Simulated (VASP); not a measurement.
**AlIn$_{3}$N$_{4}$ (ordered alloy cell): computed properties**

All values below come from PBEsol GGA, VASP's PBE PAW potentials (set 64) (plane waves; VASP 6.6.1).

```yaml
space_group: R3m (160)
cell: a = 3.4153 Å, b = 3.4153 Å, c = 33.7562 Å, α = 90.00°, β = 90.00°, γ = 120.00°
volume_per_atom: 14.21 Å³/atom
band gap (over mesh and band path): 0.08 eV
smallest direct gap (over mesh and band path): 0.08 eV
band_edge_character: direct, Γ to Γ
density: 6.25 g/cm³
```

Space group R3m, hexagonal axes (No. 160); a = 3.4153 Å, b = 3.4153 Å, c = 33.7562 Å, α = 90.00°, β = 90.00°, γ = 120.00°

```csv
atom,site,symmetry,x,y,z
In,3a,3m,0.0000,0.0000,0.0041
In,3a,3m,0.0000,0.0000,0.2501
In,3a,3m,0.0000,0.0000,0.4964
N,3a,3m,0.0000,0.0000,0.3136
N,3a,3m,0.0000,0.0000,0.5599
N,3a,3m,0.0000,0.0000,0.8062
N,3a,3m,0.0000,0.0000,0.0688
Al,3a,3m,0.0000,0.0000,0.7509
```
(The calculation used a cell of 8 atoms; values per cell refer to that cell.)

Unless said otherwise, spin-orbit coupling is left out, though it shifts the bands of the heavy elements here.

The structure was generated: AlIn3N4 was put into an ordered model structure (R3m), which need not be its known phase. It was relaxed first. Symmetry was kept, so distortions that lower it aren't found.
